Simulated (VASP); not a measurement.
# Be4TeSe3 (I-42m) in VASP: notebook, part 2 of 2

VASP 6.6.1. The steps go on from the part before.

## Step 3: Born charges and dielectric tensor, PBE

The input, INCAR:

```
SYSTEM = Be4TeSe3
PREC = Accurate
ENCUT = 520
EDIFF = 1E-8
ISMEAR = 0
SIGMA = 0.02
LREAL = .False.
LASPH = .True.
NELM = 80
ALGO = Fast
ISIF = 2
LWAVE = .False.
LCHARG = .False.
GGA = PE
LEPSILON = .True.
KPAR = 4
```

The input, KPOINTS:

```
Automatic mesh
0
Gamma
  6 6 6
  0 0 0
```

The input, POSCAR:

```
Be4TeSe3
1.0
   -2.6541400000      2.6541400000      5.3014100000
    2.6541400000     -2.6541400000      5.3014100000
    2.6541400000      2.6541400000     -5.3014100000
Be Te Se
4 1 3
Direct
    0.3666420000      0.8933660000      0.0000000000
    0.8933660000      0.3666420000      0.0000000000
    0.6333580000      0.6333580000      0.5267240000
    0.1066340000      0.1066340000      0.4732760000
    0.5000000000      0.5000000000      0.0000000000
    0.7500000000      0.2500000000      0.5000000000
    0.2500000000      0.7500000000      0.5000000000
    0.0000000000      0.0000000000      0.0000000000
```

Potentials or basis: VASP PAW PBE potentials, release 64 (Be, Te, Se).

On the command line:

```console
$ cat potpaw_PBE.64/Be/POTCAR potpaw_PBE.64/Te/POTCAR potpaw_PBE.64/Se/POTCAR > POTCAR
$ mpirun -np 4 vasp_std > vasp.out
```

OUTCAR:

```text
SYSTEM = Be4TeSe3
   PREC = Accurate
   ENCUT = 520
   EDIFF = 1E-8
   ISMEAR = 0
   LREAL = .False.
   LASPH = .True.
   NELM = 80
   ISIF = 2
   GGA = PE
   LEPSILON = .True.

 ion  position               nearest neighbor table
   1  0.367  0.893  0.000-   8 2.25   6 2.27   7 2.27   5 2.41
   2  0.893  0.367  0.000-   8 2.25   7 2.27   6 2.27   5 2.41
   3  0.633  0.633  0.527-   8 2.25   7 2.27   6 2.27   5 2.41
   4  0.107  0.107  0.473-   8 2.25   7 2.27   6 2.27   5 2.41
   5  0.500  0.500  0.000-   3 2.41   1 2.41   2 2.41   4 2.41
   6  0.750  0.250  0.500-   2 2.27   3 2.27   4 2.27   1 2.27
   7  0.250  0.750  0.500-   1 2.27   3 2.27   4 2.27   2 2.27
   8  0.000  0.000  0.000-   1 2.25   2 2.25   3 2.25   4 2.25

  LATTYP: Found a body centered tetragonal cell.
 ALAT       =     5.3082800000
 C/A-ratio  =     1.9974115909

  Lattice vectors:

 A1 = (  -2.6541400000,   2.6541400000,   5.3014100000)
 A2 = (   2.6541400000,  -2.6541400000,   5.3014100000)
 A3 = (   2.6541400000,   2.6541400000,  -5.3014100000)

Analysis of symmetry for initial positions (statically):
=====================================================================
 Subroutine PRICEL returns:
 Original cell was already a primitive cell.

 Routine SETGRP: Setting up the symmetry group for a
 body centered tetragonal supercell.

[... 835 lines left out ...]
     0.00001 -0.57508  0.00000
    -0.57508  0.00001  0.00000
     0.00000  0.00000 -0.00013

 MACROSCOPIC STATIC DIELECTRIC TENSOR (including local field effects in DFT)
 ------------------------------------------------------
           6.426894    -0.000000    -0.000000
           0.000000     6.426894     0.000000
          -0.000000     0.000000     6.444823
 ------------------------------------------------------

 PIEZOELECTRIC TENSOR (including local field effects)  for field in x, y, z        (e  Angst)
          XX          YY          ZZ          XY          YZ          ZX
  --------------------------------------------------------------------------------
  x     0.00000     0.00000     0.00000     0.00000    -5.36913     0.00000
  y     0.00000     0.00000     0.00000     0.00000     0.00000    -5.36912
  z     0.00000     0.00000     0.00000    -5.36189     0.00000     0.00000

 PIEZOELECTRIC TENSOR (including local field effects)  for field in x, y, z        (C/m^2)
          XX          YY          ZZ          XY          YZ          ZX
  --------------------------------------------------------------------------------
  x     0.00000     0.00000     0.00000     0.00000    -0.57586     0.00000
  y     0.00000     0.00000     0.00000     0.00000     0.00000    -0.57586
  z     0.00000     0.00000     0.00000    -0.57508     0.00000     0.00000

 BORN EFFECTIVE CHARGES (including local field effects) (in |e|, cummulative output)
 ---------------------------------------------------------------------------------
 ion    1
    1     1.53461     0.05178    -0.03927
    2     0.05178     1.53461     0.03927
    3    -0.01223     0.01223     1.52861
 ion    2
    1     1.53461     0.05178     0.03927
    2     0.05178     1.53461    -0.03927
    3     0.01223    -0.01223     1.52861
 ion    3
    1     1.53461    -0.05178     0.03927
    2    -0.05178     1.53461     0.03927
    3     0.01223     0.01223     1.52861
 ion    4
    1     1.53461    -0.05178    -0.03927
    2    -0.05178     1.53461    -0.03927
    3    -0.01223    -0.01223     1.52861
 ion    5
    1    -1.15230     0.00000     0.00000
    2    -0.00000    -1.15230     0.00000
    3     0.00000     0.00000    -1.18232
 ion    6
    1    -1.69330     0.00656     0.00000
    2    -0.00656    -1.69330     0.00000
    3     0.00000     0.00000    -1.56147
 ion    7
    1    -1.69330    -0.00656     0.00000
    2     0.00656    -1.69330     0.00000
    3     0.00000    -0.00000    -1.56147
 ion    8
    1    -1.59952     0.00000     0.00000
    2    -0.00000    -1.59952     0.00000
    3     0.00000    -0.00000    -1.80918
```

stdout:

```text
POSCAR found type information on POSCAR BeTeSe
 POSCAR found :  3 types and       8 ions
 scaLAPACK will be used
 LDA part: xc-table for (Slater+PW92), standard interpolation
 POSCAR, INCAR and KPOINTS ok, starting setup
 FFT: planning ... GRIDC
 FFT: planning ... GRID_SOFT
 FFT: planning ... GRID
 WAVECAR not read
 entering main loop
 Linear response reoptimize wavefunctions to high precision
 Linear response G [H, r] |phi>, progress :
  Direction:   1
 Linear response G [H, r] |phi>, progress :
  Direction:   2
 Linear response G [H, r] |phi>, progress :
  Direction:   3
 Linear response to external field (no local field effect), progress :
  Direction:   1
 dielectric tensor                  component  1 :     6.924    -0.456    -0.084
 Linear response to external field (no local field effect), progress :
  Direction:   2
 dielectric tensor                  component  2 :    -0.456     6.808    -0.011
 Linear response to external field (no local field effect), progress :
  Direction:   3
 dielectric tensor                  component  3 :    -0.084    -0.011     6.881
 Linear response to external field, progress :
  Direction:   1
 dielectric tensor                  component  1 :     6.427     0.032    -0.059
 Linear response to external field, progress :
  Direction:   2
 dielectric tensor                  component  2 :    -0.345     6.427    -0.007
 Linear response to external field, progress :
  Direction:   3
 dielectric tensor                  component  3 :    -0.044     0.004     6.445
 Born effective charges drift removed
```

Run time: 3.8 min. Hardware: 4 MPI ranks of Intel Xeon 6975P-C (Granite Rapids), shared host; peak memory 0.74 GiB.

What came out:

```
Band gap on the k mesh                  : 2.33 eV, direct
Electronic dielectric tensor (diagonal) : 6.43, 6.43, 6.44
Born charges (mean of the diagonal)     : Be +1.53; Te -1.16; Se -1.65, -1.67 e
```

Electronic dielectric tensor:
```
6.43 0.00 0.00
0.00 6.43 0.00
0.00 0.00 6.44
```

Born effective charge tensors (e):
atom 1, Be
```
 1.53  0.05 -0.04
 0.05  1.53  0.04
-0.01  0.01  1.53
```
atom 2, Be
```
 1.53  0.05  0.04
 0.05  1.53 -0.04
 0.01 -0.01  1.53
```
atom 3, Be
```
 1.53 -0.05  0.04
-0.05  1.53  0.04
 0.01  0.01  1.53
```
atom 4, Be
```
 1.53 -0.05 -0.04
-0.05  1.53 -0.04
-0.01 -0.01  1.53
```
atom 5, Te
```
-1.15  0.00  0.00
 0.00 -1.15  0.00
 0.00  0.00 -1.18
```
atom 6, Se
```
-1.69  0.01  0.00
-0.01 -1.69  0.00
 0.00  0.00 -1.56
```
atom 7, Se
```
-1.69 -0.01  0.00
 0.01 -1.69  0.00
 0.00  0.00 -1.56
```
atom 8, Se
```
-1.60  0.00  0.00
 0.00 -1.60  0.00
 0.00  0.00 -1.81
```

Caveat: spin-orbit coupling is left out, which moves the levels of the heavy elements. A k mesh can miss the band edges.
